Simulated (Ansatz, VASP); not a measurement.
# HF (liquid hydrogen fluoride at 273 K): VASP beside Ansatz, part 2 of 2

Wanted: the spread between two codes on one cell, functional and k mesh. Of the first pair: The structure shown is the start of the Ansatz relaxation below; VASP solves that cell, so the two are compared at the walk's first step.

VASP 6.6.1 and Ansatz 0.2.0.

So far. Step 3 (VASP: single point, revPBE, start cell, pair 1): The run ends at a pressure of 3.67 GPa, with forces up to 3.3 eV/Å.

**4. Side by side**

Known differences besides the potentials themselves: fixed occupations in Ansatz, narrow Gaussian smearing in VASP; the cutoff is 420 eV in Ansatz and 520 eV in VASP (PREC = Accurate, projectors in real space); Ansatz makes its cores anew for this functional, VASP keeps those of its PBE data sets. Total energies have different zeros and are not compared.

Forces on 8 of the 184 atoms, those with the largest forces and the largest differences (eV/Å; atoms numbered as in POSCAR):

| atom | Ansatz x, y, z | VASP x, y, z |
| --- | --- | --- |
| F12 | -1.672, 0.446, -1.442 | -1.939, 0.488, -1.697 |
| F21 | -0.066, 1.534, -2.510 | -0.158, 1.749, -2.798 |
| F42 | -1.793, -1.755, -0.741 | -2.015, -1.777, -0.893 |
| F59 | 0.620, -1.168, 1.729 | 0.627, -1.164, 2.001 |
| F68 | -1.587, -1.370, -1.869 | -1.485, -1.251, -1.756 |
| F76 | 0.496, 2.050, 0.544 | 0.595, 2.213, 0.625 |
| F92 | 1.484, 0.617, 1.387 | 1.729, 0.645, 1.505 |
| H113 | 0.184, -1.102, 1.427 | 0.257, -1.331, 1.741 |

The forces differ by 140 meV/Å r.m.s., which is 19.1 % of the r.m.s. force of 0.732 eV/Å (both taken over all components).

**5. Ansatz: relaxation, revPBE**

This run makes the geometry at which the two programs are then compared.

The structure compared here is the end of the Ansatz relaxation.

This is the run of step 2 again, met here at its other cell.

**6. VASP: single point, revPBE, relaxed atoms in a fixed cell, pair 2**

The same cell, functional and mesh now go to VASP, with its own data sets.

Input file INCAR:

```
SYSTEM = HF
PREC = Accurate
ENCUT = 520
EDIFF = 1E-06
NELM = 120
ISMEAR = 0
SIGMA = 0.01
LREAL = Auto
ALGO = Normal
GGA = RE
NBANDS = 496
LORBIT = 11
LWAVE = .FALSE.
LCHARG = .FALSE.
ISIF = 2
LASPH = .TRUE.
GGA_COMPAT = .FALSE.
EFERMI = MIDGAP
```

Input file POSCAR:

```
HF
1.0
   14.5026100000      0.0000000000      0.0000000000
    0.0000000000     14.5026100000      0.0000000000
    0.0000000000      0.0000000000     14.5026100000
F H
92 92
Direct
    0.8484200000      0.9746700000      0.0585100000
    0.7740700000      0.5311600000      0.8541100000
    0.8878200000      0.2461100000      0.0460400000
    0.1266200000      0.3292300000      0.4311800000
    0.8138400000      0.5201800000      0.5165900000
    0.1117800000      0.7568700000      0.4427400000
    0.1550300000      0.3164600000      0.1927200000
    0.5761800000      0.9271600000      0.1672600000
    0.7329500000      0.6252500000      0.6249100000
    0.5276800000      0.3704900000      0.8671000000
    0.2942700000      0.0316300000      0.0551200000
    0.4586200000      0.8316100000      0.5428600000
    0.4426900000      0.7518900000      0.9458900000
    0.9122100000      0.0016800000      0.3471400000
    0.8764000000      0.3711400000      0.5719000000
    0.5777300000      0.1543200000      0.7875300000
    0.3249400000      0.1824900000      0.9795400000
    0.7468000000      0.1925700000      0.4708100000
    0.8246800000      0.1747600000      0.1887200000
    0.0733700000      0.7230400000      0.9309900000
    0.5616600000      0.2040900000      0.6250400000
    0.2233700000      0.5575100000      0.2136700000
    0.4324600000      0.5323500000      0.0737900000
    0.7995600000      0.5213600000      0.2707700000
    0.9567800000      0.4525400000      0.2627900000
    0.5997000000      0.4943100000      0.0609000000
    0.4517000000      0.6719200000      0.6954500000
    0.2754700000      0.7069200000      0.4534000000
    0.3222300000      0.6191800000      0.5943300000
    0.6773400000      0.9833600000      0.3862400000
[... 148 atom lines left out ...]
    0.5383400000      0.0217800000      0.1480800000
    0.0243500000      0.7663800000      0.2523600000
    0.6164800000      0.4245700000      0.3116200000
    0.8418100000      0.1716000000      0.6932200000
    0.2637800000      0.4950800000      0.7868600000
    0.0371400000      0.5080300000      0.2979400000
```

Input file KPOINTS:

```
Automatic mesh
0
Gamma
1 1 1
0 0 0
```

PAW data sets: F and H (PBE family, release 64).

On the command line:

```console
export OMP_NUM_THREADS=3
mpirun -np 1 vasp_gam
```

Numbers of over 12 decimals in the logs are rounded to 6 here.

What it wrote:

```text
[banner, memory and clock lines left out]
running    1 mpi-ranks, on    1 nodes
[...]
Offloading initialized ...    1 GPUs detected
[...]
[... a notice as in an earlier step ...]

 LDA part: xc-table for (Slater+PW92), standard interpolation
 POSCAR, INCAR and KPOINTS ok, starting setup
[...]
entering main loop
       N       E                     dE             d eps       ncg     rms          rms(c)
DAV:   1     0.659262052229E+04    0.65926E+04   -0.42384E+05  1128   0.137E+03
DAV:   2    -0.159482959768E+03   -0.67521E+04   -0.65654E+04  1184   0.347E+02
DAV:   3    -0.784700456597E+03   -0.62522E+03   -0.62180E+03  1176   0.110E+02
DAV:   4    -0.794060059825E+03   -0.93596E+01   -0.93396E+01  1136   0.153E+01
[...]
DAV:  18    -0.751837179236E+03    0.26061E-05   -0.18548E-05  1120   0.117E-02    0.758E-03
DAV:  19    -0.751837178118E+03    0.11176E-05   -0.42355E-06  1112   0.488E-03    0.352E-03
DAV:  20    -0.751837177368E+03    0.75039E-06   -0.14201E-06   712   0.339E-03
   1 F= -.75183718E+03 E0= -.75183718E+03  d E =0.000000E+00
```

Parts of OUTCAR (step 6):

```text
  FREE ENERGIE OF THE ION-ELECTRON SYSTEM (eV)
  ---------------------------------------------------
  free  energy   TOTEN  =      -751.8371773678 eV

  energy  without entropy=     -751.8371773678  energy(sigma->0) =     -751.83717737

[... 1 further part left out ...]
```

The run ends at a pressure of 0.11 GPa, with forces up to 0.22 eV/Å.

**7. Side by side**

Compared:

| quantity | Ansatz | VASP | difference |
| --- | --- | --- | --- |
| gap on the k mesh (eV) | 7.829 | 7.798 | +0.031 |

Forces on 8 of the 184 atoms, those with the largest forces and the largest differences (eV/Å; atoms numbered as in POSCAR):

```csv
atom,"Ansatz x, y, z","VASP x, y, z"
H95,"-0.001, -0.001, -0.001","-0.080, -0.077, -0.183"
H119,"-0.001, 0.000, -0.001","-0.172, -0.055, -0.116"
H121,"0.001, -0.001, 0.002","-0.057, 0.101, -0.178"
H132,"-0.003, -0.005, -0.002","-0.100, -0.177, -0.073"
H142,"-0.001, -0.003, 0.003","-0.087, -0.147, 0.130"
H149,"0.003, -0.002, -0.003","0.084, -0.103, -0.171"
H177,"-0.004, 0.001, 0.000","-0.217, 0.021, 0.005"
H181,"0.000, 0.000, 0.000","-0.197, 0.015, -0.084"
```

The forces differ by 117 meV/Å r.m.s., where the r.m.s. force is 0.002 eV/Å in Ansatz and 0.116 eV/Å in VASP: the atoms lie near their places of rest in Ansatz, so a percentage would say little (all taken over all components). A gap on the mesh is an upper bound, since the band edges may lie between its points.

**8. Summary of results**

```
r.m.s. force difference (single point, revPBE, start cell, pair 1)                    : 19 % of the r.m.s. force
r.m.s. force difference (single point, revPBE, relaxed atoms in a fixed cell, pair 2) : 117 meV/Å
```

In words: The r.m.s. force difference is 117 meV/Å (single point, revPBE, relaxed atoms in a fixed cell, pair 2), beyond the 12 meV/Å picked in this series as the mark of a large difference. What causes the difference of the single point, revPBE, start cell, pair 1 pair stays open here. What causes the difference of the single point, revPBE, relaxed atoms in a fixed cell, pair 2 pair stays open here. How closely two codes agree says nothing of how well the functional describes the real material.

[Lines on the potential files, build, host, timing and source positions are cut from VASP's logs without a mark.]

[Logs are printed without paths, hosts, clocks, repeated set-up lines and the standing remarks that a program may print on its own settings, such as how far it seeks lower states.]

[Hosts, paths, dates, database ids (printed as entryN), source tags and the programs' standing remarks are cut or masked in the printed files.]
